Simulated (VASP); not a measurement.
Method: PBE GGA, VASP's PBE PAW potentials (set 64) (plane waves; VASP 6.6.1).

Input for VASP

File KPOINTS:
```
Automatic mesh
0
Gamma
10 10 10
0 0 0
```

**POSCAR**
```
PdIn
3.2732990
  0.9999998843   0.0000000000   0.0000000000
  0.0000000000   0.9999998843   0.0000000000
  0.0000000000   0.0000000000   0.9999998843
In Pd
1 1
direct
  0.5000000000   0.5000000000   0.5000000000
  0.0000000000   0.0000000000   0.0000000000
```

### INCAR
```
SYSTEM = PdIn
PREC = Accurate; ENCUT = 480; LREAL = .False.
LASPH = .True.
EDIFF = 1E-7; NELM = 100; ALGO = Normal
LMAXMIX = 4
ISMEAR = 1; SIGMA = 0.1
GGA = PE
ISIF = 2
LWAVE = .False.; LCHARG = .False.
```

POTCAR, in this order: In_d Pd (PBE.64 set). Program: vasp_std.

The resulting files:

### OUTCAR
```
 ion  position               nearest neighbor table
   1  0.500  0.500  0.500-   2 2.83   2 2.83   2 2.83   2 2.83   2 2.83   2 2.83   2 2.83   2 2.83
  LATTYP: Found a simple cubic cell.
 ALAT       =     3.2732986213
 Subroutine PRICEL returns:
 Original cell was already a primitive cell.
 Subroutine GETGRP returns: Found 48 space group operations
The static configuration has the point symmetry O_h .
The dynamic configuration has the point symmetry O_h .
 Subroutine INISYM returns: Found 48 space group operations
 Subroutine IBZKPT returns following result:
 Found     56 irreducible k-points:

 Following reciprocal coordinates:
            Coordinates               Weight
  0.000000  0.000000  0.000000      1.000000
  0.100000  0.000000  0.000000      6.000000
  0.200000  0.000000  0.000000      6.000000
  0.300000  0.000000  0.000000      6.000000
  0.400000  0.000000  0.000000      6.000000
  0.500000  0.000000  0.000000      3.000000
  0.100000  0.100000  0.000000     12.000000
  0.200000  0.100000  0.000000     24.000000
  0.300000  0.100000  0.000000     24.000000
  0.400000  0.100000  0.000000     24.000000
...
```

### OSZICAR
```
       N       E                     dE             d eps       ncg     rms          rms(c)
DAV:   1     0.157944186056E+03    0.15794E+03   -0.10916E+04  1694   0.187E+03
DAV:   2    -0.173604211796E+01   -0.15968E+03   -0.15593E+03  1785   0.395E+02
DAV:   3    -0.881260819543E+01   -0.70766E+01   -0.70574E+01  2100   0.909E+01
DAV:   4    -0.893764451276E+01   -0.12504E+00   -0.12502E+00  2062   0.115E+01
DAV:   5    -0.894333020835E+01   -0.56857E-02   -0.56856E-02  2437   0.215E+00    0.647E+00
DAV:   6    -0.877572623431E+01    0.16760E+00   -0.41688E-01  2009   0.988E+00    0.306E+00
DAV:   7    -0.874146622071E+01    0.34260E-01   -0.72435E-02  2188   0.521E+00    0.135E+00
DAV:   8    -0.873495838736E+01    0.65078E-02   -0.20190E-02  1897   0.145E+00    0.384E-01
DAV:   9    -0.873425389982E+01    0.70449E-03   -0.19000E-03  2142   0.759E-01    0.499E-02
DAV:  10    -0.873426025417E+01   -0.63543E-05   -0.42261E-05  2232   0.995E-02    0.237E-02
DAV:  11    -0.873426187139E+01   -0.16172E-05   -0.49248E-06  1932   0.238E-02    0.302E-03
DAV:  12    -0.873426229569E+01   -0.42429E-06   -0.42786E-07  2179   0.730E-03    0.258E-03
DAV:  13    -0.873426215710E+01    0.13858E-06   -0.25532E-08  1078   0.193E-03    0.512E-04
DAV:  14    -0.873426212140E+01    0.35701E-07   -0.51589E-09   973   0.979E-04
   1 F= -.87342621E+01 E0= -.87338227E+01  d E =-.131830E-02
```

### OUTCAR
```
------------------------ aborting loop because EDIFF is reached ----------------------------------------
  FORCE on cell =-STRESS in cart. coord.  units (eV):
  Direction    XX          YY          ZZ          XY          YZ          ZX
  --------------------------------------------------------------------------------------
  Total        0.8427977      0.8427977      0.8427977      0.0000000      0.0000000      0.0000000
  in kB       38.5014441     38.5014441     38.5014441      0.0000000      0.0000000      0.0000000
  external PRESSURE =      38.5014441 kB  Pullay stress =       0.0000000 kB
  volume of cell :       35.07
      direct lattice vectors                 reciprocal lattice vectors
     3.273298621  0.000000000  0.000000000     0.305502221  0.000000000  0.000000000
     0.000000000  3.273298621  0.000000000     0.000000000  0.305502221  0.000000000
     0.000000000  0.000000000  3.273298621     0.000000000  0.000000000  0.305502221
 POSITION                                       TOTAL-FORCE (eV/Angst)
 -----------------------------------------------------------------------------------
      1.63665      1.63665      1.63665         0.000000      0.000000      0.000000
      0.00000      0.00000      0.00000         0.000000      0.000000      0.000000
 -----------------------------------------------------------------------------------
    total drift:                                0.000000      0.000000     -0.000000
  FREE ENERGIE OF THE ION-ELECTRON SYSTEM (eV)
  ---------------------------------------------------
  free  energy   TOTEN  =        -8.7342621214 eV

  energy  without entropy=       -8.7329438187  energy(sigma->0) =       -8.73382269
```
(Selected blocks of OUTCAR.)

**OUTCAR**
```
 val. band max:       10.5687816086   @ k =   0.5000   0.4000   0.3000

 cond. band min:      10.6117437666   @ k =   0.3000   0.1000   0.1000


 Fermi energy:        10.6045155828

 k-point     1 :       0.0000    0.0000    0.0000
  band No.  band energies     occupation
      1      -4.4805      2.00000
      2      -4.4805      2.00000
      3      -4.0734      2.00000
      4      -4.0734      2.00000
      5      -4.0734      2.00000
      6       0.4227      2.00000
      7       6.6590      2.00000
      8       6.6590      2.00000
      9       8.1988      2.00000
     10       8.1988      2.00000
     11       8.1988      2.00000
     12      14.6939      0.00000
     13      14.6939      0.00000
     14      14.6939      0.00000
     15      19.8921      0.00000

 k-point     2 :       0.1000    0.0000    0.0000
  band No.  band energies     occupation
      1      -4.4751      2.00000
      2      -4.4470      2.00000
      3      -4.0836      2.00000
      4      -4.0836      2.00000
      5      -4.0704      2.00000
      6       0.5813      2.00000
      7       6.6607      2.00000
      8       6.6849      2.00000
      9       8.0817      2.00000
     10       8.0817      2.00000
     11       8.1918      2.00000
     12      13.6433      0.00000
     13      15.0097      0.00000
     14      15.0097      0.00000
     15      20.2656      0.00000

 k-point     3 :       0.2000    0.0000    0.0000
  band No.  band energies     occupation
      1      -4.4607      2.00000
      2      -4.3595      2.00000
      3      -4.1102      2.00000
      4      -4.1102      2.00000
      5      -4.0624      2.00000
      6       1.0553      2.00000
      7       6.6651      2.00000
      8       6.6909      2.00000
      9       7.8051      2.00000
     10       7.8051      2.00000
     11       8.1733      2.00000
     12      11.7933     -0.00000
     13      15.8805      0.00000
     14      15.8805      0.00000
     15      20.4098      0.00000
...
```

Unless said otherwise, spin-orbit coupling is left out, though it shifts the bands of the heavy elements here.

The compound is PdIn in the CsCl type structure. This cell was strained or had an atom moved on purpose. The electron count is odd and the run is not spin-polarised, which forces a metal.
